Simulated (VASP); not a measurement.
# Cd4TeO3 (P3m1) in VASP: single point with r2SCAN

Aim: the single point of Cd4TeO3 with r2SCAN.

Program: VASP 6.6.1. These are calculated values, not measurements. Logs are shortened: lines on timing, memory, paths and dates and some standing lists are left out, and cuts for length are marked.

## (1) The structure

Symmetry: P3m1, No. 156, trigonal system. The conventional cell has a = 3.835 Å, b = 3.835 Å, c = 13.001 Å, α = 90.00°, β = 90.00°, γ = 120.00°. Cd (site symmetry 3m) has 4 O at 2.26 to 2.28 Å as nearest neighbours. Cd (site symmetry 3m) has 1 O at 2.17 Å as nearest neighbours. Around Cd (site symmetry 3m) lie 4 O at 2.24 to 2.30 Å. Cd (site symmetry 3m) has 3 O at 2.26 Å as nearest neighbours. Around Te (site symmetry 3m) lie 4 Cd at 2.82 to 3.04 Å. Around O (site symmetry 3m) lie 4 Cd at 2.26 to 2.28 Å. O (site symmetry 3m) is surrounded by 4 Cd at 2.17 to 2.30 Å. O (site symmetry 3m) has 4 Cd at 2.24 to 2.26 Å as nearest neighbours.

The cell was built by a generator and needn't be a form met in nature.

## (2) Single point, r2SCAN

The input, INCAR:

```
PREC     = Accurate       # precision mode
ENCUT    = 520            # plane-wave cutoff, eV
EDIFF    = 1E-6           # SCF threshold, eV
ISMEAR   = 0              # smearing method
SIGMA    = 0.1            # smearing width, eV
LREAL    = False          # projectors in reciprocal space
LASPH    = True           # aspherical terms in the spheres
NELM     = 150            # most SCF steps
ALGO     = Normal         # electronic algorithm
ISIF     = 2              # what is computed and relaxed
LWAVE    = False          # write WAVECAR
LCHARG   = False          # write CHGCAR
METAGGA  = R2SCAN         # meta-GGA
LMIXTAU  = True         
KPAR     = 4
```

The input, KPOINTS:

```
regular mesh
0
Gamma
  10 10 4
```

The input, POSCAR:

```
Cd4TeO3
1.0
    3.8347060000      0.0000000000      0.0000000000
   -1.9173530000      3.3209530000      0.0000000000
    0.0000000000      0.0000000000     13.0007000000
Cd Te O
4 1 3
Direct
    0.3333330000      0.6666670000      0.4599780000
    0.3333330000      0.6666670000      0.8833750000
    0.0000000000      0.0000000000      0.6690560000
    0.0000000000      0.0000000000      0.2517210000
    0.0000000000      0.0000000000      0.0181650000
    0.3333330000      0.6666670000      0.2848290000
    0.3333330000      0.6666670000      0.7164940000
    0.0000000000      0.0000000000      0.4965440000
```

Potentials or basis: VASP PAW PBE potentials, release 64 (Cd, Te, O).

Run with:

```sh
$ cat potpaw_PBE.64/Cd/POTCAR potpaw_PBE.64/Te/POTCAR potpaw_PBE.64/O/POTCAR > POTCAR
$ mpirun -np 4 vasp_std > vasp.out
```

OUTCAR:

```text
PREC = Accurate
   ENCUT = 520
   EDIFF = 1E-6
   ISMEAR = 0
   LREAL = False
   LASPH = True
   NELM = 150
   ISIF = 2
   METAGGA = R2SCAN

 ion  position               nearest neighbor table
   1  0.333  0.667  0.460-   8 2.26   8 2.26   8 2.26   6 2.28   4 3.50   4 3.50   4 3.50   3 3.51
                             3 3.51   3 3.51
   2  0.333  0.667  0.883-   7 2.17   5 2.82   5 2.82   5 2.82   3 3.56   3 3.56   3 3.56
   3  0.000  0.000  0.669-   8 2.24   7 2.30   7 2.30   7 2.30   1 3.51   1 3.51   1 3.51   2 3.56
                             2 3.56   2 3.56
   4  0.000  0.000  0.252-   6 2.26   6 2.26   6 2.26   5 3.04   1 3.50   1 3.50   1 3.50
   5  0.000  0.000  0.018-   2 2.82   2 2.82   2 2.82   4 3.04
   6  0.333  0.667  0.285-   4 2.26   4 2.26   4 2.26   1 2.28
   7  0.333  0.667  0.716-   2 2.17   3 2.30   3 2.30   3 2.30
   8  0.000  0.000  0.497-   3 2.24   1 2.26   1 2.26   1 2.26

  LATTYP: Found a hexagonal cell.
 ALAT       =     3.8347060000
 C/A-ratio  =     3.3902729440

  Lattice vectors:

 A1 = (   3.8347060000,   0.0000000000,   0.0000000000)
 A2 = (  -1.9173530000,   3.3209530000,   0.0000000000)
 A3 = (   0.0000000000,   0.0000000000,  13.0007000000)

Analysis of symmetry for initial positions (statically):
=====================================================================
 Subroutine PRICEL returns:
 Original cell was already a primitive cell.

 Routine SETGRP: Setting up the symmetry group for a
 hexagonal supercell.

 Subroutine GETGRP returns: Found  6 space group operations
 (whereof  6 operations were pure point group operations)
 out of a pool of 24 trial point group operations.

The static configuration has the point symmetry C_3v.

Analysis of symmetry for dynamics (positions and initial velocities):
=====================================================================
 Subroutine PRICEL returns:
 Original cell was already a primitive cell.

 Routine SETGRP: Setting up the symmetry group for a
 hexagonal supercell.

 Subroutine GETGRP returns: Found  6 space group operations
 (whereof  6 operations were pure point group operations)
 out of a pool of 24 trial point group operations.

The dynamic configuration has the point symmetry C_3v.

 Subroutine INISYM returns: Found  6 space group operations
 (whereof  6 operations are pure point group operations),
 and found     1 'primitive' translations

----------------------------------------------------------------------------------------

                                     Primitive cell

  volume of cell :     165.5623

  direct lattice vectors                    reciprocal lattice vectors
     3.834706000  0.000000000  0.000000000     0.260776185  0.150559192  0.000000000
    -1.917353000  3.320953000  0.000000000     0.000000000  0.301118384  0.000000000
     0.000000000  0.000000000 13.000700000     0.000000000  0.000000000  0.076918935

  length of vectors
     3.834706000  3.834706163 13.000700000     0.301118397  0.301118384  0.076918935

  position of ions in fractional coordinates (direct lattice)
     0.333333000  0.666667000  0.459978000
     0.333333000  0.666667000  0.883375000
     0.000000000  0.000000000  0.669056000
     0.000000000  0.000000000  0.251721000
     0.000000000  0.000000000  0.018165000
     0.333333000  0.666667000  0.284829000
     0.333333000  0.666667000  0.716494000
     0.000000000  0.000000000  0.496544000

  ion indices of the primitive-cell ions
   primitive index   ion index
                 1           1
                 2           2
                 3           3
                 4           4
                 5           5
                 6           6
                 7           7
                 8           8

----------------------------------------------------------------------------------------

 KPOINTS: regular mesh

Automatic generation of k-mesh.
 Grid dimensions read from file:
 generate k-points for:   10   10    4

 Generating k-lattice:

  Cartesian coordinates                     Fractional coordinates (reciprocal lattice)
     0.026077618  0.015055919  0.000000000     0.100000000 -0.000000000  0.000000000
     0.000000000  0.030111838  0.000000000     0.000000000  0.100000000  0.000000000
     0.000000000  0.000000000  0.019229734     0.000000000  0.000000000  0.250000000

  Length of vectors
     0.030111840  0.030111838  0.019229734

  Shift w.r.t. Gamma in fractional coordinates (k-lattice)
     0.000000000  0.000000000  0.000000000

 Subroutine IBZKPT returns following result:
 ===========================================

 Found     50 irreducible k-points:

 Following reciprocal coordinates:
            Coordinates               Weight
  0.000000  0.000000  0.000000      1.000000
  0.100000  0.000000  0.000000      6.000000
  0.200000  0.000000  0.000000      6.000000
  0.300000  0.000000  0.000000      6.000000
  0.400000  0.000000  0.000000      6.000000
  0.500000  0.000000  0.000000      3.000000
[... 16 lines left out ...]
  0.000000  0.400000  0.250000      6.000000
  0.500000  0.000000  0.250000      6.000000
 [... further k-points ...]
   k-points           NKPTS =     50   k-points in BZ     NKDIM =     50   number of bands    NBANDS=     43
   number of dos      NEDOS =    301   number of ions     NIONS =      8
   total plane-waves  NPLWV =  88200
   dimension x,y,z NGX =    30 NGY =   30 NGZ =   98
   dimension x,y,z NGXF=    60 NGYF=   60 NGZF=  196
   ions per type =               4   1   3
   NGX,Y,Z   is equivalent  to a cutoff of  13.01, 13.01, 12.53 a.u.
   NGXF,Y,Z  is equivalent  to a cutoff of  26.01, 26.01, 25.06 a.u.
 SYSTEM =  unknown system
   PREC   = accura    normal or accurate (medium, high low for compatibility)
   ISTART =      0    job   : 0-new  1-cont  2-samecut
   ICHARG =      2    charge: 1-file 2-atom 10-const
   ISPIN  =      1    spin polarized calculation?
   LNONCOLLINEAR =      F non collinear calculations
   LSORBIT =      F    spin-orbit coupling
   LASPH  =      T    aspherical Exc in radial PAW
   ENCUT  =  520.0 eV  38.22 Ry    6.18 a.u.   7.13  7.13 24.17*2*pi/ulx,y,z
   NELM   =    150;   NELMIN=  2; NELMDL= -5     # of ELM steps
   EDIFF  = 0.1E-05   stopping-criterion for ELM
   LREAL  =      F    real-space projection
   EDIFFG = 0.1E-04   stopping-criterion for IOM
   NSW    =      0    number of steps for IOM
   IBRION =     -1    ionic relax: 0-MD 1-quasi-New 2-CG
   NFREE  =      0    steps in history (QN), initial steepest desc. (CG)
   ISIF   =      2    stress and relaxation
   ISYM   =      2    0-nonsym 1-usesym 2-fastsym
   POTIM  = 0.5000    time-step for ionic-motion
   TEBEG  =    0.0;   TEEND  =   0.0 temperature during run
   PSTRESS=    0.0 pullay stress
   NELECT =      72.0000    total number of electrons
   NUPDOWN=      -1.0000    fix difference up-down
   EMIN   =  10.00;   EMAX   =-10.00  energy-range for DOS
   EFERMI =   0.00;   METHOD = LEGACY
   ISMEAR =     0;   SIGMA  =   0.10  broadening in eV -4-tet -1-fermi 0-gaus
   EFERMI_NEDOS =   21; number of points for ismear=-14 and -15
   IALGO  =     38    algorithm
   IMIX   =      4    mixing-type and parameters
     AMIX     =   0.40;   BMIX     =  1.00
     AMIX_MAG =   1.60;   BMIX_MAG =  1.00
  volume/ion in A,a.u.               =      20.70       139.66
  Fermi-wavevector in a.u.,A,eV,Ry     =   1.240314  2.343855 20.930931  1.538380
  Thomas-Fermi vector in A             =   2.374760
   LORBIT       =      0    0 simple, 1 ext, 2 COOP (PROOUT), +10 PAW based schemes
   METAGGA = R2SCAN    functional components
   LHFCALC =     F    Hartree Fock is set to
   AEXX    =    0.0000 exact exchange contribution
   IVDW    =     0    specifies the selected vdW correction
   LEPSILON=     F    determine dielectric tensor
   LRPA    =     F    only Hartree local field effects (RPA)
 non-spin polarized calculation
 Gauss-broadening in eV      SIGMA  =   0.10
  energy-cutoff  :      520.00
  volume of cell :      165.56
 maximum number of plane-waves:      4497
 NGX is ok and might be reduce to    30
   NGX = 15   NGY = 15   NGZ = 49

 number of electron      72.0000031 magnetization

 Free energy of the ion-electron system (eV)
  ---------------------------------------------------
  ext. energy  EPLUGINS =         0.00000000
  ---------------------------------------------------
  free energy    TOTEN  =      -130.63647403 eV

  energy without entropy =     -130.62905471  energy(sigma->0) =     -130.63276437

 E-fermi :   2.3177     XC(G=0): -10.1763

 val. band max:        2.2301062871   @ k =   0.1000   0.1000   0.5000
 cond. band min:       2.3568846799   @ k =   0.0000   0.0000   0.2500
 fundamental gap:      0.1267783928
 Fermi energy:         2.3176930954

 k-point     1 :       0.0000    0.0000    0.0000
  band No.  band energies     occupation
      1     -17.0999      2.00000
      2     -16.7954      2.00000
      3     -16.6506      2.00000
      4     -10.2341      2.00000
      5      -7.0193      2.00000
      6      -7.0053      2.00000
[... 35 lines left out ...]
     42       8.0415      0.00000
     43       9.5523      0.00000

 k-point     2 :       0.1000    0.0000    0.0000
  band No.  band energies     occupation
      1     -17.0885      2.00000
      2     -16.7815      2.00000
      3     -16.6417      2.00000
      4     -10.1537      2.00000
      5      -7.0275      2.00000
      6      -6.9882      2.00000
[... 35 lines left out ...]
     42       8.2978      0.00000
     43       8.9736      0.00000

 k-point     3 :       0.2000    0.0000    0.0000
  band No.  band energies     occupation
      1     -17.0591      2.00000
      2     -16.7452      2.00000
      3     -16.6191      2.00000
      4      -9.9331      2.00000
      5      -7.0285      2.00000
      6      -6.9521      2.00000
[... 919 lines left out ...]
      6      -6.9312      2.00000
[... 35 lines left out ...]
     42       6.9858      0.00000
     43       7.4412      0.00000

 k-point    24 :       0.5000    0.0000    0.2500
  band No.  band energies     occupation
      1     -16.9834      2.00000
      2     -16.6464      2.00000
      3     -16.5652      2.00000
      4      -9.2834      2.00000
      5      -7.0305      2.00000
      6      -6.9329      2.00000
[... 35 lines left out ...]
     42       6.8969      0.00000
     43       7.0433      0.00000

 [... further k-points ...]

------------------------ aborting loop because EDIFF is reached ----------------------------------------

  FORCE on cell =-STRESS in cart. coord.  units (eV):
  Direction    XX          YY          ZZ          XY          YZ          ZX
  --------------------------------------------------------------------------------------
  -------------------------------------------------------------------------------------
  Total       -2.3501982     -2.3501985     -3.0191190      0.0000000      0.0000000      0.0000000
  in kB      -22.7433032    -22.7433058    -29.2165732      0.0000000      0.0000000      0.0000000
  external PRESSURE =     -24.9010607 kB  Pullay stress =       0.0000000 kB

 VOLUME and BASIS-vectors are now :
 -----------------------------------------------------------------------------
  energy-cutoff  :      520.00
  volume of cell :      165.56
      direct lattice vectors                 reciprocal lattice vectors
     3.834706000  0.000000000  0.000000000     0.260776185  0.150559192  0.000000000
    -1.917353000  3.320953000  0.000000000     0.000000000  0.301118384  0.000000000
     0.000000000  0.000000000 13.000700000     0.000000000  0.000000000  0.076918935

 POSITION                                       TOTAL-FORCE (eV/Angst)
 -----------------------------------------------------------------------------------
     -0.00000      2.21397      5.98004        -0.000000     -0.000000     -0.041161
     -0.00000      2.21397     11.48449         0.000000     -0.000000      0.040992
      0.00000      0.00000      8.69820        -0.000000      0.000000     -0.045209
      0.00000      0.00000      3.27255        -0.000000     -0.000000      0.077899
      0.00000      0.00000      0.23616        -0.000000      0.000000     -0.153402
     -0.00000      2.21397      3.70298         0.000000      0.000000      0.088858
     -0.00000      2.21397      9.31492         0.000000      0.000000      0.005111
      0.00000      0.00000      6.45542        -0.000000      0.000000      0.026912
 -----------------------------------------------------------------------------------
    total drift:                                0.005892     -0.003407      0.006534

  FREE ENERGIE OF THE ION-ELECTRON SYSTEM (eV)
  ---------------------------------------------------
  free  energy   TOTEN  =      -130.6364740276 eV

  energy  without entropy=     -130.6290547085  energy(sigma->0) =     -130.63276437
```

Wall time 9.2 min (4 MPI ranks of Intel Xeon Platinum 8488C (Sapphire Rapids), shared host); peak memory 0.52 GiB.

Results:

```yaml
Free_energy: -130.6365 eV
Pressure: -2.5 GPa
Largest_force: 0.153 eV/Å
Band_gap_on_the_k_mesh: none (metal or under the smearing width)
```

Forces in eV/Å, atoms in the order of the input:
```
Cd   0.000  0.000 -0.041
Cd   0.000  0.000  0.041
Cd   0.000  0.000 -0.045
Cd   0.000  0.000  0.078
Te   0.000  0.000 -0.153
O    0.000  0.000  0.089
O    0.000  0.000  0.005
O    0.000  0.000  0.027
```

Caveat: the PAW data sets were made with another functional, which shifts forces and pressure a little.
